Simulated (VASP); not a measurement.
Given:

```xyz
6
Lattice="2.9582 0.0000 0.0000 0.0000 2.9582 0.0000 0.0000 0.0000 23.5191" Properties=species:S:1:pos:R:3 pbc="T T T"
V      1.4791     0.0000     8.0618
V      0.0000     1.4791     9.5409
V      1.4791     0.0000    11.0200
V      0.0000     1.4791    12.4991
V      1.4791     0.0000    13.9782
V      0.0000     1.4791    15.4573
```

Calculation: PBEsol GGA, VASP's PBE PAW potentials (set 64) (plane waves; VASP). Settings: PREC = Normal, EDIFF = 1E-5, 400 eV cut-off, 9×9×1 Γ-centred mesh, first-order Methfessel-Paxton smearing of 0.10 eV, potentials V_sv.

**Question.** The ions are relaxed. Give the cell that the relaxation ends in.

**Answer.** 
```xyz
6
Lattice="2.9582 0.0000 0.0000 0.0000 2.9582 0.0000 0.0000 0.0000 23.5191" Properties=species:S:1:pos:R:3 pbc="T T T"
V      1.4791     0.0000     8.2216
V      0.0000     1.4791     9.5217
V      1.4791     0.0000    10.9913
V      0.0000     1.4791    12.5279
V      1.4791     0.0000    13.9975
V      0.0000     1.4791    15.2975
```

**Question.** How much energy does the relaxation gain?

**Answer.** The energy (σ→0) changes by -32.0 meV/atom, in 10 ionic steps.

The cell is a thin slab with vacuum, built from V (bcc): (100) face. The run is not spin-polarised, so no magnetic state was tried.
